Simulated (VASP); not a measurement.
# Quasiparticle energies of SiC (Moissanite 3C) in VASP, part 8 of 8

Wanted: how far GW moves the Kohn-Sham levels of SiC (Moissanite 3C). The cell is of the zinc-blende type, one of the forms listed for this formula. The start is a cell from a database of measured crystal structures.

VASP 6.6.1, plane waves and PAW; the level of theory is named at each step.

So far, quasiparticle gap on the mesh (eV): step 3 (evGW0, evGW0 on PBE) 2.38; step 4 (evGW, evGW on PBE) 2.58; step 5 (QPGW0, QPGW0 on PBE) 2.52.

## 9. G0W0

This step: G0W0 on HSE06; plane waves and PAW (Si_GW, C_GW) (VASP 6.6.1).

One pass of GW corrects the levels to first order, with G and W from the starting orbitals.

INCAR reads:

```
SYSTEM = SiC
PREC = Accurate
ENCUT = 440
ISMEAR = 0
SIGMA = 0.01
LREAL = .FALSE.
LHFCALC = .TRUE.
AEXX = 0.25
GGA = PE
HFSCREEN = 0.2
LASPH = .TRUE.
NBANDS = 136
PRECFOCK = Fast
ALGO = EVGW0
NELMGW = 1
ENCUTGW = 200
NOMEGA = 64
NBANDSGW = 16
LWAVE = .FALSE.
LCHARG = .FALSE.
```

POSCAR reads:

```
SiC
1.0
    0.0000000000      2.1790000000      2.1790000000
    2.1790000000      0.0000000000      2.1790000000
    2.1790000000      2.1790000000      0.0000000000
Si C
1 1
Direct
    0.0000000000      0.0000000000      0.0000000000
    0.7500000000      0.7500000000      0.7500000000
```

KPOINTS reads:

```
Automatic mesh
0
Gamma
6 6 6
0 0 0
```

The projector-augmented-wave data sets are Si_GW and C_GW (PBE family, release 64).

The WAVECAR or CHGCAR of an earlier step is read.

Run with:

```
mpirun -np 8 vasp_std
```

The program printed:

```text
[banner, memory and clock lines left out]
running    8 mpi-ranks, on    1 nodes
 distrk:  each k-point on    8 cores,    1 groups
 distr:  one band on    1 cores,    8 groups

 POSCAR found type information on POSCAR SiC
 POSCAR found :  2 types and       2 ions
 [... a notice as in an earlier step ...]

 [... a notice as in an earlier step ...]

 LDA part: xc-table for (Slater+PW92), standard interpolation
 found WAVECAR, reading the header
 POSCAR, INCAR and KPOINTS ok, starting setup
 FFT: planning ... GRIDC
 FFT: planning ... GRID_SOFT
 FFT: planning ... GRID
 reading WAVECAR
 the WAVECAR file was read successfully
 initial charge from wavefunction
 available memory per node:     15.32 GB, setting MAXMEM to     15684

 The Fermi energy was updated, please check that it is located mid-gap
 values below the HOMO (VB) or above the LUMO (CB) will cause erroneous energies
 E-fermi :   8.2708

 calculate exact exchange contribution
 the WAVEDER file was read successfully
energies w=
    0.000    0.000    0.664    0.000    1.326    0.000    1.986    0.000
    2.641    0.000    3.290    0.000    3.933    0.000    4.569    0.000
    5.196    0.000    5.815    0.000    6.426    0.000    7.028    0.000
    7.622    0.000    8.208    0.000    8.786    0.000    9.358    0.000
    9.924    0.000   10.484    0.000   11.041    0.000   11.594    0.000
   12.145    0.000   12.696    0.000   13.246    0.000   13.799    0.000
   14.354    0.000   14.914    0.000   15.479    0.000   16.053    0.000
   16.635    0.000   17.229    0.000   17.836    0.000   18.459    0.000
   19.099    0.000   19.761    0.000   20.446    0.000   21.159    0.000
   21.902    0.000   22.681    0.000   23.500    0.000   24.365    0.000
   25.283    0.000   26.261    0.000   27.309    0.000   28.436    0.000
   29.656    0.000   30.984    0.000   32.438    0.000   34.040    0.000
   35.819    0.000   37.808    0.000   40.052    0.000   42.607    0.000
   45.545    0.000   48.963    0.000   52.995    0.000   57.821    0.000
   63.705    0.000   71.035    0.000   80.415    0.000   92.832    0.000
  110.026    0.000  135.364    0.000  176.341    0.000  253.688    0.000
 responsefunction array rank=     144
 LDA part: xc-table for (Slater+PW92), standard interpolation

 min. memory requirement per mpi rank    143.5 MB, per node   1148.2 MB

 allocating   8 responsefunctions rank=   144
 shmem allocating  64 responsefunctions rank=   144
 response function shared by NCSHMEM nodes    1
 Doing            8  frequencies on each core in blocks of           64
NQ=   1    0.0000    0.0000    0.0000,
|.........|.........|.........|.........|.........|.........|.........|.........
 performed        297000 updates of chi_q(r,r)
 total number of BLAS operations         44.70 Gflops
NQ=   2    0.1667    0.0000    0.0000,
|.........|.........|.........|.........|.........|.........|.........|.........
 performed        890000 updates of chi_q(r,r)
 total number of BLAS operations        127.46 Gflops
NQ=   3    0.3333    0.0000    0.0000,
|.........|.........|.........|.........|.........|.........|.........|.........
 performed       1483000 updates of chi_q(r,r)
 total number of BLAS operations        217.90 Gflops
NQ=   4    0.5000    0.0000    0.0000,
|.........|.........|.........|.........|.........|.........|.........|.........
 performed       1972000 updates of chi_q(r,r)
 total number of BLAS operations        292.44 Gflops
NQ=   5    0.1667    0.1667    0.0000,
|.........|.........|.........|.........|.........|.........|.........|.........
 performed       2565000 updates of chi_q(r,r)
 total number of BLAS operations        376.45 Gflops
NQ=   6    0.3333    0.1667    0.0000,
|.........|.........|.........|.........|.........|.........|.........|.........
 performed       3532000 updates of chi_q(r,r)
 total number of BLAS operations        523.91 Gflops
NQ=   7    0.5000    0.1667    0.0000,
|.........|.........|.........|.........|.........|.........|.........|.........
 performed       4499000 updates of chi_q(r,r)
 total number of BLAS operations        662.96 Gflops
NQ=   8   -0.3333    0.1667    0.0000,
|.........|.........|.........|.........|.........|.........|.........|.........
 performed       5466000 updates of chi_q(r,r)
 total number of BLAS operations        802.00 Gflops
NQ=   9   -0.1667    0.1667    0.0000,
|.........|.........|.........|.........|.........|.........|.........|.........
 performed       6294000 updates of chi_q(r,r)
 total number of BLAS operations        926.42 Gflops
NQ=  10    0.3333    0.3333    0.0000,
|.........|.........|.........|.........|.........|.........|.........|.........
 performed       6887000 updates of chi_q(r,r)
 total number of BLAS operations       1005.46 Gflops
NQ=  11    0.5000    0.3333    0.0000,
|.........|.........|.........|.........|.........|.........|.........|.........
 performed       7854000 updates of chi_q(r,r)
 total number of BLAS operations       1134.32 Gflops
NQ=  12   -0.3333    0.3333    0.0000,
|.........|.........|.........|.........|.........|.........|.........|.........
 performed       8682000 updates of chi_q(r,r)
 total number of BLAS operations       1256.93 Gflops
NQ=  13    0.5000    0.5000    0.0000,
|.........|.........|.........|.........|.........|.........|.........|.........
 performed       9110000 updates of chi_q(r,r)
 total number of BLAS operations       1311.33 Gflops
NQ=  14    0.5000    0.3333    0.1667,
|.........|.........|.........|.........|.........|.........|.........|.........
 performed      10208000 updates of chi_q(r,r)
 total number of BLAS operations       1459.85 Gflops
NQ=  15   -0.3333    0.3333    0.1667,
|.........|.........|.........|.........|.........|.........|.........|.........
 performed      11236000 updates of chi_q(r,r)
 total number of BLAS operations       1603.26 Gflops
NQ=  16   -0.3333    0.5000    0.1667,
|.........|.........|.........|.........|.........|.........|.........|.........
 performed      12069000 updates of chi_q(r,r)
 total number of BLAS operations       1715.89 Gflops
 resolving degeneracies of screened two electron integrals

 calculate QP shifts <psi_nk| G(iteration)W_0 |psi_nk>: iteration 1
 entering main loop
```

Elapsed: 61 s, on 8 MPI ranks of AMD EPYC 9R14 (Zen 4), shared host; peak memory 2.2 GiB; 8 min of CPU time.

Parts of OUTCAR (step 9):

```text
   NELECT =       8.0000    total number of electrons

 E-fermi :   8.2708

 QP shifts <psi_nk| G(iteration)W_0 |psi_nk>: iteration 1
 for sc-GW calculations column KS-energies equals QP-energies in previous step
 and V_xc(KS)=  KS-energies - (<T + V_ion + V_H > + <T+V_H+V_ion>^1  + <V_x>^1)
 k-point   1 :       0.0000    0.0000    0.0000
  band No.  KS-energies  QP-energies   sigma(KS)   V_xc(KS)     V^pw_x(r,r')   Z            occupation Imag(sigma)
      1      -9.8394      -9.5628     -14.6065     -14.9813     -21.7373       0.7379       2.0000       1.2746
      2       7.1488       6.8263     -15.7966     -15.3979     -17.4903       0.8088       2.0000       0.0493
      3       7.1488       6.8263     -15.7966     -15.3979     -17.4903       0.8088       2.0000       0.0493
      4       7.1488       6.8263     -15.7966     -15.3979     -17.4903       0.8088       2.0000       0.0493
      5      14.6906      14.6969     -12.3276     -12.3355      -7.1904       0.8016       0.0000      -0.0798
      6      15.7475      15.8554     -10.6852     -10.8177      -5.7137       0.8142       0.0000      -0.0772
      7      15.7475      15.8554     -10.6852     -10.8177      -5.7137       0.8142       0.0000      -0.0772
      8      15.7475      15.8554     -10.6852     -10.8177      -5.7137       0.8142       0.0000      -0.0772
    ...

 k-point   2 :       0.1667    0.0000    0.0000
  band No.  KS-energies  QP-energies   sigma(KS)   V_xc(KS)     V^pw_x(r,r')   Z            occupation Imag(sigma)
      1      -9.2542      -8.9846     -14.6515     -15.0128     -21.6368       0.7460       2.0000       1.1967
      2       4.5614       4.2380     -15.1232     -14.7171     -17.4057       0.7962       2.0000       0.0618
      3       6.7886       6.4626     -15.6701     -15.2670     -17.4332       0.8089       2.0000       0.0497
      4       6.7886       6.4626     -15.6701     -15.2670     -17.4332       0.8089       2.0000       0.0497
      5      14.7516      14.8021     -11.3864     -11.4486      -6.4349       0.8118       0.0000      -0.0751
      6      16.3142      16.4096     -10.7731     -10.8910      -5.6371       0.8088       0.0000      -0.0849
      7      16.3142      16.4096     -10.7731     -10.8910      -5.6371       0.8088       0.0000      -0.0849
      8      16.9418      17.0010     -12.0843     -12.1591      -6.6462       0.7936       0.0000      -0.1007
    ...

[... 8 parts as in an earlier step ...]

[... 8 further parts left out ...]
```

This step gave:

- quasiparticle gap on the mesh: 2.621 eV
- smallest direct quasiparticle gap on the mesh: 6.123 eV
- gap of the starting orbitals on the mesh: 2.244 eV

GW takes the gap from 2.244 to 2.621 eV. That is +394 meV against the one-shot pass on PBE. The value holds for 136 bands, ENCUTGW = 200 eV and this mesh, and isn't shown to be converged in them.

## 10. Summary

This step: GW series: evGW0 on PBE, evGW on PBE, QPGW0 on PBE, G0W0 on HSE06; plane waves and PAW (VASP 6.6.1).

This step runs nothing: it gathers the runs above.

Cost is wall time times ranks on a shared host, with the step that makes the empty bands. GW runs:

| level | bands | ENCUTGW (eV) | NOMEGA | k mesh | starting gap (eV) | quasiparticle gap (eV) | direct gap (eV) | cost (core minutes) |
| --- | --- | --- | --- | --- | --- | --- | --- | --- |
| evGW0 on PBE | 136 | 200 | 64 | 6x6x6 | 1.346 | 2.378 | 5.833 | 34.75 |
| evGW on PBE | 136 | 200 | 64 | 6x6x6 | 1.346 | 2.579 | 6.095 | 33.95 |
| QPGW0 on PBE | 136 | 200 | 64 | 6x6x6 | 1.346 | 2.522 | 5.91 | 109.4 |
| G0W0 on HSE06 | 136 | 200 | 64 | 6x6x6 | 2.244 | 2.621 | 6.123 | 32.53 |

## 11. Outcome

```json
{
  "evGW0 on PBE, 136 bands, ENCUTGW 200 eV, NOMEGA 64, mesh 6×6×6": "1.346 → 2.378 eV",
  "evGW on PBE, 136 bands, ENCUTGW 200 eV, NOMEGA 64, mesh 6×6×6": "1.346 → 2.580 eV",
  "QPGW0 on PBE, 136 bands, ENCUTGW 200 eV, NOMEGA 64, mesh 6×6×6": "1.346 → 2.522 eV",
  "G0W0 on HSE06, 136 bands, ENCUTGW 200 eV, NOMEGA 64, mesh 6×6×6": "2.244 → 2.621 eV"
}
```

In words: evGW0 gives a quasiparticle gap of 2.378 eV on the mesh, 1.03 eV over the PBE gap on the same mesh. Over the final values of the levels run here the gap spans 2.38 to 2.62 eV. In evGW0 the first pass, which is the one-shot result, gives 2.227 eV and pass 4 gives 2.378 eV; the last pass changed the gap by +3 meV, so the loop is converged. In evGW the first pass, which is the one-shot result, gives 2.227 eV and pass 4 gives 2.579 eV; the last pass changed the gap by +22 meV, so more passes would move it further. In QPGW0 the first pass gives 2.231 eV and pass 4 gives 2.522 eV; the last pass changed the gap by +43 meV, so more passes would move it further. One-shot gaps: 2.227 eV from PBE and 2.621 eV from HSE06. The starting gaps span 0.90 eV and the one-shot gaps 0.39 eV. Bands, response cutoff and mesh weren't tested for convergence, and band edges off the mesh aren't seen. Not tabulated here, as repeats of values shown or as unfit to read for their mesh, reference level or band range: eps2 curves (empty bands); eps1 curves and static values (empty bands); gaps (empty bands).

[Lines on the potential files, build, host, timing and source positions are cut from VASP's logs without a mark.]

[Logs are printed without paths, hosts, clocks, repeated set-up lines and the standing remarks that a program may print on its own settings, such as how far it seeks lower states.]

[Hosts, paths, dates, database ids (printed as entryN), source tags and the programs' standing remarks are cut or masked in the printed files.]

[Pressures printed for these runs are not shown converged in the cutoff: they can be off by several GPa and have the wrong sign.]
